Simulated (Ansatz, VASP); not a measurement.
## LaN: VASP beside Ansatz

Aim: how closely do two programs agree when they are given the same cell, functional and k mesh? The cell is generated by rule, not measured, and may not be a known phase. Of the first pair: The cell is taken from a series of runs on this material, whose earlier steps may have relaxed, scaled, displaced or heated it; both programs get it as it stands.

Method: plane waves, with VASP 6.6.1 beside it; relaxation of cell and atoms at LDA, in Ansatz 0.2.0.

## (1) The structure

It takes space group F-43m (No. 216, cubic). The conventional cell has a = 5.505 Å, b = 5.505 Å, c = 5.505 Å, α = 90.00°, β = 90.00°, γ = 90.00°. La has 4 N at 2.38 Å nearest. Nearest to N lie 4 La at 2.38 Å. Farther neighbours and most contacts between anions are not listed.

## (2) Ansatz: relaxation of cell and atoms, LDA, pair 1

Ansatz runs on its default PAW (the set named soft_2) files.

The relaxed volume is the usual yardstick between codes: in a stiff, nearly cubic crystal its relative difference is about their pressure difference at one cell divided by the bulk modulus.

The input, input.yaml:

```yaml
crystal:
  lattice:
    - [0.0, 2.7524652929, 2.7524652929]
    - [2.7524652929, 0.0, 2.7524652929]
    - [2.7524652929, 2.7524652929, 0.0]
  atoms:
    - { symbol: La, position: [0.0, 0.0, 0.0] }
    - { symbol: "N", position: [0.25, 0.25, 0.25] }
kpoints:
  mp_grid: { grid: [8, 8, 8] }
hamiltonian:
  xc: lda
scf:
  occupations: { method: fixed }
output:
  forces: true
  stress: true
  eigenvalues: true
relax:
  adjacent_minimum: "off"
  f_tol: 0.001
  max_steps: 60
  cell: { stress_tol: 0.01 }
```

Command:

```
$ ansatz run input.yaml --threads 4 --pin off --max-ram 7168MiB --backend cpu --events-out ev --progress --plain --runs-dir out
```

Numbers of over 12 decimals in the logs are rounded to 6 here.

Output:

```text
Engine: ansatz 0.2.0, aarch64-unknown-linux-gnu
Pseudopotentials: kind: paw
Pseudopotential: La, paw, valence charge 11, recommended cutoff 420 eV (normal), La.paw.azcp
Pseudopotential: N, paw, valence charge 5, recommended cutoff 420 eV (normal), N.paw.azcp
Functional definition: SPW92
  exchange = slater_x
  correlation = pw_c
Crystal: 2 atoms, lattice volume = 41.706 Å³
Basis set: ecut = 420 eV, 869 PW (Γ)
Bands: 12, of which v1, the nominal top of the filled ones, is band 8 counted from 1 (7 counted from 0)
Symmetry: 24 space group operations
Space group: F-43m (ITA 216), of the structure as read, at distance tolerance 3.5e-5 Å
k-points: 29 of 512 (time reversal used)
Non-local potential: La, projectors of the file, l = 0: 3, l = 1: 2, l = 2: 2, l = 3: 3
Non-local potential: N, projectors of the file, l = 0: 2, l = 1: 2, l = 2: 1
PAW form: soft (Blöchl's): semilocal exchange-correlation on the pseudo side does not see the compensation charge
PAW frozen core: La, regenerated for the run's functional, and the local potential with it (the file was generated under x = pbe(κ = 0.804, μ = 0.219515), c = pbe(β = 0.066725))
PAW frozen core: N, regenerated for the run's functional, and the local potential with it (the file was generated under x = pbe(κ = 0.804, μ = 0.219515), c = pbe(β = 0.066725))
PAW one-centre angular grid: La, 590 points (default); XC on 64 Gauss nodes
PAW one-centre angular grid: N, 110 points (default); XC on 64 Gauss nodes
Initial density: superposition of atomic densities (neutral atoms: chi_scale 0, normalization atom), corrected by the library's trained network
Initial wavefunctions: pseudopotential atomic-orbital guess
Functional: x = slater, c = lda
SCF iter   1: F=—  HF=-6452.586278 eV  |F-HF|=—  |Δ(HF+E_count)|=         —  Δρ=7.59e-3  dr2=2.75e-2  ethr=1.77e-3  ⟨swp⟩=3.0  Hψ=1567  notcnv=0  defer=42
preconditioner: auto → none  [insulator: Δε(μ)=0.913 eV  Ē_g=11.678 eV  n_scr=14 (ndim 8)  ℏωp=21.5 eV  f_vac=0.000  ε∞_Penn≈4.4]
SCF iter   2: F=—  HF=-6452.588111 eV  |F-HF|=—  |Δ(HF+E_count)|=   1.83e-3  Δρ=8.75e-3  dr2=3.78e-2  ethr=1.72e-4  ⟨swp⟩=2.5  Hψ=781  notcnv=0  defer=50
SCF iter   3: F=—  HF=-6452.580549 eV  |F-HF|=—  |Δ(HF+E_count)|=   7.56e-3  Δρ=1.57e-3  dr2=6.08e-4  ethr=1.72e-4  ⟨swp⟩=2.3  Hψ=541  notcnv=0  defer=47
SCF iter   4: F=—  HF=-6452.580481 eV  |F-HF|=—  |Δ(HF+E_count)|=   6.82e-5  Δρ=1.69e-4  dr2=5.83e-6  ethr=3.80e-6  ⟨swp⟩=2.0  Hψ=645  notcnv=0  defer=53
SCF iter   5: F=—  HF=-6452.580481 eV  |F-HF|=—  |Δ(HF+E_count)|=   3.54e-7  Δρ=3.71e-5  dr2=2.28e-7  ethr=3.65e-8  ⟨swp⟩=2.5  Hψ=546  notcnv=0  defer=41
SCF iter   6: F=-6452.580481 eV  HF=-6452.580481 eV  |F-HF|=2.23e-9  |Δ(HF+E_count)|=   1.19e-7  Δρ=4.00e-6  dr2=6.51e-9  ethr=6.25e-10  ⟨swp⟩=6.9  Hψ=1892  notcnv=0
SCF 1 converged in 6 iterations: F = -6452.580481 eV  dr2 = 6.51e-9
  greatest PAW one-centre occupation: 0.974 electrons in one spin orbital (limit 2), on the La atom at site 0 (counted from 0), in its partial waves of l = 0
relax step   1: F+E_penalty+E_count = -6452.58048080 eV  Δ(F+E_penalty+E_count) = +0.000e0 eV  max|allowed force component| = 1.966e-16 eV/Å  Δτ_max = 0.0000 Å  P = +0.011 GPa  Ω = 41.706 Å³  (6 SCF iters, dr2 threshold 1.00e-7 eV, accepted)
[...]
relax step   2: F+E_penalty+E_count = -6452.58046536 eV  Δ(F+E_penalty+E_count) = +1.544e-5 eV  max|allowed force component| = 1.018e-16 eV/Å  Δτ_max = 0.0000 Å  P = -0.010 GPa  Ω = 41.714 Å³  energy of the carried Pulay correction = -1.547e-5 eV  (4 SCF iters, dr2 threshold 3.00e-10 eV, accepted)
[...]
relax step   3: F+E_penalty+E_count = -6452.58051181 eV  Δ(F+E_penalty+E_count) = -4.645e-5 eV  max|allowed force component| = 9.021e-17 eV/Å  Δτ_max = 0.0000 Å  P = -0.009 GPa  Ω = 41.714 Å³  stress off target by 9.26e-3 GPa  SCF on the basis re-selected at this cell (its energy is not comparable with the rows above)  (5 SCF iters)
basis re-selected at this cell: Δ(F+E_penalty+E_count) = -4.645e-5 eV, ΔP = +0.001 GPa vs the last step (what re-selecting the basis moved, of the pressure what is left beyond the Pulay correction that the steps carried, after the strain that the cell walked since its last selection, with what the two solves' SCF thresholds leave and, on support functions, any second-order correction that the steps lacked; it is no m [...]
SCF converged after 5 iterations
Free energy (F): -6452.580512 eV
Harris-Foulkes:  -6452.580512 eV  (|F-HF|=4.55e-12)
Internal energy: -6452.580512 eV  (E = F + TS)
E sigma→0 (E₀):  -6452.580512 eV
Fermi energy:    9.603070 eV
--- Per-component energies (eV) ---
  E_band       = -24.687816
  E_kinetic    = 324.062934
  E_local      = -560.839187  (includes V_loc(G=0)·N_el)
  E_nonlocal   = 147.058738
  E_hartree    = 188.393849
  E_xc         = -198.897999
  E_vxc        = -224.795814  (∫ρ·V_xc dr)
  E_paw        = -5361.972805  (= ΣΔE_a)
  E_vpaw       = -86.962259  (= ΣTr[D̂ρ^β])
  E_aug_tail   = 0.000086  (compensation charges beyond the density's cutoff)
  E_ewald      = -990.788890
  E_core_change = 0.402760  (= ΣΔE_core)
  E_smearing   = -0.000000  (= −TS)
  E_closure    = 0.000000  (closes the sum)
  Σ components = -6452.580512   (vs F -6452.580512, Δ=0.00e0)
--- Forces (eV/Å), atoms counted from 1 ---
  atom   1  La     0.00000000     0.00000000     0.00000000
  atom   2  N      0.00000000     0.00000000     0.00000000
  max |Σ_I F_I| component: 3.93e-16 eV/Å
--- Stress (GPa, compression-positive) ---
       -0.009260      -0.000000      -0.000000
       -0.000000      -0.009260      -0.000000
       -0.000000       0.000000      -0.009260
  P = ⅓ Tr σ = -0.0093 GPa (-0.093 kbar)
--- Band table (eV; the first three rows and the last of 29) ---
  k-point 0: bands = [... 4 lower, -1.8766, 7.4360, 7.4360, 7.4360, 10.6218, 13.4334, 13.4334, 13.4334]
  k-point 1: bands = [... 4 lower, -1.5092, 7.4150, 7.5494, 7.5494, 11.1281, 13.3689, 13.3689, 13.3869]
  k-point 2: bands = [... 4 lower, -0.9734, 7.7209, 7.7980, 7.7980, 11.9007, 13.2674, 13.2674, 13.3628]
  k-point 28: bands = [... 4 lower, 0.1097, 8.1728, 8.2686, 9.2741, 11.9463, 12.8991, 13.5063, 13.6002]
--- Relaxed structure (2 steps of the walk, 2 accepted, 1 SCFs on fresh bases) ---
  F+E_penalty+E_count = -6452.58051181 eV   max|allowed force component| = 9.021e-17 eV/Å   (the final SCF, on the basis selected at the relaxed cell)
  cell:  # Å, volume = 41.7145 Å³
    - [0, 2.752658, 2.752658]
    - [2.752658, 0, 2.752658]
    - [2.752658, 2.752658, 0]
  atoms:
    - { symbol: La, position: [0, 0, 0] }
    - { symbol: N, position: [0.25, 0.25, 0.25] }
```

Reading the cycles: dr2 is the Hartree energy of the density residual (eV), the measure of convergence; HF is the Harris–Foulkes estimate of the energy, which meets the free energy F at convergence.

## (3) VASP: relaxation of cell and atoms, LDA, pair 1

The same cell, functional (in two slightly different forms) and mesh now go to VASP, with its own data sets.

Lines of VASP's logs that name or quote its potential files are left out, and so is its time.

The input, INCAR:

```
SYSTEM = LaN
PREC = Accurate
ENCUT = 600
EDIFF = 1E-07
NELM = 200
ISMEAR = 0
SIGMA = 0.01
LREAL = .FALSE.
ALGO = Normal
GGA = CA
NBANDS = 14
LASPH = .TRUE.
LORBIT = 11
LWAVE = .FALSE.
LCHARG = .FALSE.
ISIF = 3
IBRION = 2
NSW = 80
EDIFFG = -0.005
GGA_COMPAT = .FALSE.
NELMIN = 4
EFERMI = MIDGAP
LMAXMIX = 6
```

The input, POSCAR:

```
LaN
1.0
    0.0000000000      2.7524650000      2.7524650000
    2.7524650000      0.0000000000      2.7524650000
    2.7524650000      2.7524650000      0.0000000000
La N
1 1
Direct
    0.0000000000      0.0000000000      0.0000000000
    0.2500000908      0.2500000908      0.2500000908
```

The input, KPOINTS:

```
Automatic mesh
0
Gamma
8 8 8
0 0 0
```

The projector-augmented-wave data sets are La and N (LDA family, release 64).

Command:

```
$ mpirun -np 1 vasp_std
```

Output:

```text
[banner, memory and clock lines left out]
running    1 mpi-ranks, on    1 nodes
 distrk:  each k-point on    1 cores,    1 groups
 distr:  one band on    1 cores,    1 groups

 POSCAR found type information on POSCAR LaN
 POSCAR found :  2 types and       2 ions
 LDA part: xc-table for (Slater(with rela. corr.)+CA(PZ))
 , standard interpolation
 POSCAR, INCAR and KPOINTS ok, starting setup
 FFT: planning ... GRIDC
 FFT: planning ... GRID_SOFT
 FFT: planning ... GRID
 WAVECAR not read
 entering main loop
       N       E                     dE             d eps       ncg     rms          rms(c)
DAV:   1     0.143490811091E+03    0.14349E+03   -0.66864E+03   844   0.185E+03
DAV:   2    -0.267525672179E+01   -0.14617E+03   -0.13455E+03  1180   0.236E+02
DAV:   3    -0.200226283204E+02   -0.17347E+02   -0.16803E+02  1150   0.126E+02
DAV:   4    -0.209960510067E+02   -0.97342E+00   -0.96400E+00  1430   0.199E+01
DAV:   5    -0.210391919243E+02   -0.43141E-01   -0.43126E-01  1286   0.476E+00    0.108E+01
DAV:   6    -0.177524474735E+02    0.32867E+01   -0.33168E+01  1374   0.344E+01    0.606E+00
DAV:   7    -0.173527852613E+02    0.39966E+00   -0.30744E+00  1402   0.148E+01    0.266E+00
DAV:   8    -0.172956861217E+02    0.57099E-01   -0.35654E-01  1396   0.514E+00    0.797E-01
DAV:   9    -0.172876419836E+02    0.80441E-02   -0.50485E-02  1402   0.197E+00    0.372E-01
DAV:  10    -0.172878125396E+02   -0.17056E-03   -0.52873E-03  1434   0.764E-01    0.710E-02
DAV:  11    -0.172877566268E+02    0.55913E-04   -0.49550E-04  1502   0.185E-01    0.563E-02
DAV:  12    -0.172877692496E+02   -0.12623E-04   -0.53968E-05  1314   0.586E-02    0.970E-03
DAV:  13    -0.172877687826E+02    0.46703E-06   -0.77780E-06  1532   0.204E-02    0.535E-03
DAV:  14    -0.172877686928E+02    0.89814E-07   -0.67193E-07  1406   0.100E-02
   1 F= -.17287769E+02 E0= -.17287769E+02  d E =-.172878E+02
 curvature:   0.00 expect dE= 0.000E+00 dE for cont linesearch  0.000E+00
 trial: gam= 0.00000 g(F)=  0.739E-40 g(S)=  0.102E-04 ort = 0.000E+00 (trialstep = 0.100E+01)
 search vector abs. value=  0.102E-04
 bond charge predicted
       N       E                     dE             d eps       ncg     rms          rms(c)
DAV:   1    -0.172878277293E+02   -0.58947E-04   -0.17316E-03  1112   0.432E-01    0.436E-02
DAV:   2    -0.172877798807E+02    0.47849E-04   -0.15061E-04  1510   0.149E-01    0.176E-02
DAV:   3    -0.172877677927E+02    0.12088E-04   -0.43544E-05  1366   0.837E-02    0.243E-03
DAV:   4    -0.172877680718E+02   -0.27913E-06   -0.37611E-06  1484   0.105E-02    0.243E-03
DAV:   5    -0.172877681006E+02   -0.28857E-07   -0.11178E-07  1004   0.271E-03
   2 F= -.17287768E+02 E0= -.17287768E+02  d E =0.592154E-06
 trial-energy change:    0.000001  1 .order   -0.000000   -0.000010    0.000010
 step:   0.4554(harm=  0.5028)  dis= 0.00000  next Energy=   -17.287771 (dE=-0.227E-05)
 bond charge predicted
       N       E                     dE             d eps       ncg     rms          rms(c)
DAV:   1    -0.172877882736E+02   -0.20202E-04   -0.51668E-04  1106   0.234E-01    0.237E-02
DAV:   2    -0.172877743335E+02    0.13940E-04   -0.46833E-05  1522   0.826E-02    0.976E-03
DAV:   3    -0.172877706583E+02    0.36752E-05   -0.13307E-05  1370   0.460E-02    0.130E-03
DAV:   4    -0.172877707402E+02   -0.81834E-07   -0.11095E-06  1460   0.581E-03    0.129E-03
DAV:   5    -0.172877707479E+02   -0.77468E-08   -0.23631E-08   690   0.156E-03
   3 F= -.17287771E+02 E0= -.17287771E+02  d E =-.205510E-05
 curvature:  -0.25 expect dE=-0.117E-07 dE for cont linesearch -0.117E-07
 trial: gam=-0.06312 g(F)=  0.153E-39 g(S)=  0.469E-07 ort = 0.693E-06 (trialstep = 0.891E+00)
 search vector abs. value=  0.315E-09
 reached required accuracy - stopping structural energy minimisation
```

OUTCAR, selected parts (step 3):

```text
ion  position               nearest neighbor table
   1  0.000  0.000  0.000-   2 2.38   2 2.38   2 2.38   2 2.38
   2  0.250  0.250  0.250-   1 2.38   1 2.38   1 2.38   1 2.38

  LATTYP: Found a face centered cubic cell.
 ALAT       =     5.5049300000

 Subroutine GETGRP returns: Found 24 space group operations
 (whereof 24 operations were pure point group operations)

The static configuration has the point symmetry T_d .

 Found     29 irreducible k-points:

   k-points           NKPTS =     29   k-points in BZ     NKDIM =     29   number of bands    NBANDS=     14

   dimension x,y,z NGX =    32 NGY =   32 NGZ =   32
   dimension x,y,z NGXF=    64 NGYF=   64 NGZF=   64

   ENCUT  =  600.0 eV  44.10 Ry    6.64 a.u.   7.77  7.77  7.77*2*pi/ulx,y,z

   NELECT =      16.0000    total number of electrons

 k-points in reciprocal lattice and weights: Automatic mesh
   0.00000000  0.00000000  0.00000000       0.002
   0.12500000  0.00000000  0.00000000       0.016
   0.25000000  0.00000000  0.00000000       0.016
   0.37500000  0.00000000  0.00000000       0.016
   0.50000000  0.00000000  0.00000000       0.008
   0.12500000  0.12500000  0.00000000       0.012
   0.25000000  0.12500000  0.00000000       0.047
   0.37500000  0.12500000  0.00000000       0.047
   0.50000000  0.12500000  0.00000000       0.047
[...]
-0.37500000  0.50000000  0.12500000       0.023
  -0.25000000  0.50000000  0.25000000       0.012

 average (electrostatic) potential at core
       1 -95.4665       2 -59.8937

 E-fermi :   6.8466

 k-point     1 :       0.0000    0.0000    0.0000
  band No.  band energies     occupation
    ...
      4      -7.6267      2.00000
      5      -5.1253      2.00000
      6       4.1629      2.00000
      7       4.1629      2.00000
      8       4.1629      2.00000
      9       7.3632      0.00000
     10      10.1488      0.00000
     11      10.1488      0.00000
     12      10.1488      0.00000
     13      10.7932      0.00000
    ...

 k-point     2 :       0.1250    0.0000    0.0000
  band No.  band energies     occupation
    ...
      4      -7.6588      2.00000
      5      -4.7552      2.00000
      6       4.1443      2.00000
      7       4.2760      2.00000
      8       4.2760      2.00000
      9       7.8652      0.00000
     10      10.0856      0.00000
     11      10.0856      0.00000
     12      10.1026      0.00000
     13      10.7223      0.00000
    ...

 k-point     3 :       0.2500    0.0000    0.0000
  band No.  band energies     occupation
    ...
      4      -7.7346      2.00000
      5      -4.2188      2.00000
      6       4.4541      2.00000
      7       4.5245      2.00000
      8       4.5245      2.00000
      9       8.6298      0.00000
     10       9.9853      0.00000
     11       9.9853      0.00000
     12      10.0786      0.00000
     13      10.6482      0.00000
    ...

  Total       -0.0008053     -0.0008053     -0.0008053      0.0000000      0.0000000      0.0000000
  in kB       -0.0309478     -0.0309478     -0.0309478      0.0000000      0.0000000      0.0000000
  external PRESSURE =      -0.0309478 kB  Pullay stress =       0.0000000 kB

  energy-cutoff  :      600.00
  volume of cell :       41.69
      direct lattice vectors                 reciprocal lattice vectors
     0.000000000  2.752105376  2.752105376    -0.181679090  0.181679090  0.181679090
     2.752105376  0.000000000  2.752105376     0.181679090 -0.181679090  0.181679090
     2.752105376  2.752105376  0.000000000     0.181679090  0.181679090 -0.181679090

 POSITION                                       TOTAL-FORCE (eV/Angst)
 -----------------------------------------------------------------------------------
      0.00000      0.00000      0.00000        -0.000000     -0.000000     -0.000000
      1.37605      1.37605      1.37605         0.000000      0.000000      0.000000
 -----------------------------------------------------------------------------------
    total drift:                               -0.000350     -0.000350     -0.000350

  FREE ENERGIE OF THE ION-ELECTRON SYSTEM (eV)
  ---------------------------------------------------
  free  energy   TOTEN  =       -17.2877707479 eV

  energy  without entropy=      -17.2877707479  energy(sigma->0) =      -17.28777075

 reached required accuracy - stopping structural energy minimisation

 total charge
# of ion       s       p       d       f       tot
--------------------------------------------------
    1        2.057   5.622   0.886   0.230   8.795
    2        1.259   2.366   0.000   0.000   3.625
--------------------------------------------------
tot          3.316   7.989   0.886   0.230  12.420

[... 3 further parts left out ...]
```

## (4) Comparison

Known differences besides the potentials themselves: the two LDA forms differ slightly; fixed occupations in Ansatz, narrow Gaussian smearing in VASP; the cutoff is 420 eV in Ansatz and 600 eV in VASP; VASP's log shows a relativistic correction to its local exchange, Ansatz's none; Ansatz adds a Pulay correction to the stress that steers its cell, VASP none. Total energies have different zeros and are not compared.

Both answers:

```csv
quantity,Ansatz,VASP,difference
volume (Å³),41.71,41.69,+0.06 %
"edge a after relaxation, in the typed setting (Å)",3.893,3.892,+0.02 %
```

(Continued in part 2 of 2.)

[Lines on the potential files, build, host, timing and source positions are cut from VASP's logs without a mark.]

[Logs are printed without paths, hosts, clocks, repeated set-up lines and the standing remarks that a program may print on its own settings, such as how far it seeks lower states.]

[Hosts, paths, dates, database ids (printed as entryN), source tags and the programs' standing remarks are cut or masked in the printed files.]
